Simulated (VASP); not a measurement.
All values below come from PBEsol GGA, VASP's PBE PAW potentials (set 64) (plane waves; VASP 6.6.1).

VASP ran on this input.

File POSCAR:
```
NbSi2
1
    4.3529589120     0.0000000000     0.0000000000
   -2.1764794559     3.7697732474    -0.0000000000
   -0.0000000000     0.0000000000     2.6437869543
Nb Si
1 2
Direct
  0.0000000000   0.0000000000   0.0000000000
  0.3333330000   0.6666670000   0.5000000000
  0.6666670000   0.3333330000   0.5000000000
```

KPOINTS:
```
k-points along high-symmetry lines
10
Line-mode
Reciprocal
  0.000000   0.000000   0.000000 ! GAMMA
  0.500000   0.000000   0.000000 ! M

  0.500000   0.000000   0.000000 ! M
  0.333333   0.333333   0.000000 ! K

  0.333333   0.333333   0.000000 ! K
  0.000000   0.000000   0.000000 ! GAMMA

  0.000000   0.000000   0.000000 ! GAMMA
  0.000000   0.000000   0.500000 ! A

  0.000000   0.000000   0.500000 ! A
  0.500000   0.000000   0.500000 ! L

  0.500000   0.000000   0.500000 ! L
  0.333333   0.333333   0.500000 ! H

  0.333333   0.333333   0.500000 ! H
  0.000000   0.000000   0.500000 ! A

  0.500000   0.000000   0.500000 ! L
  0.500000   0.000000   0.000000 ! M

  0.333333   0.333333   0.500000 ! H
  0.333333   0.333333   0.000000 ! K
```

**INCAR**
```
LWAVE = .FALSE.
SIGMA = 0.05   ! width (eV)
EDIFF = 1E-7   ! SCF stop (eV)
NELM = 100   ! most electronic steps
LASPH = .TRUE.   ! aspherical one-centre terms
ENCUT = 400
SYSTEM = NbSi2
PREC = Accurate
LMAXMIX = 4
ALGO = Normal
LCHARG = .FALSE.
GGA = PS
ISMEAR = 0   ! Gaussian
LORBIT = 11
ICHARG = 11   ! fixed density
LREAL = .FALSE.   ! projection in real space or not
```

POTCAR, in this order: Nb_sv Si (PBE.64 set). Program: vasp_std. Read from the step before: CHGCAR.

### Question
What will the output report for the number of irreducible k-points (NKPTS), number of bands (NBANDS), largest plane-wave count, number of space-group operations, FFT grid (NGX, NGY, NGZ)?

### Answer

The number of irreducible k-points (NKPTS) is 90 and the number of bands (NBANDS) is 14. The largest plane-wave count comes out as 807 and the number of space-group operations comes out as 24. The FFT grid (NGX, NGY, NGZ) is 28 × 28 × 18.

The structure was generated: NbSi2 was put into the AlB2 type (P6/mmm), which need not be its known phase. It was relaxed first, which changed the volume by -39 %. The electron count is odd and the run is not spin-polarised, which forces a metal.
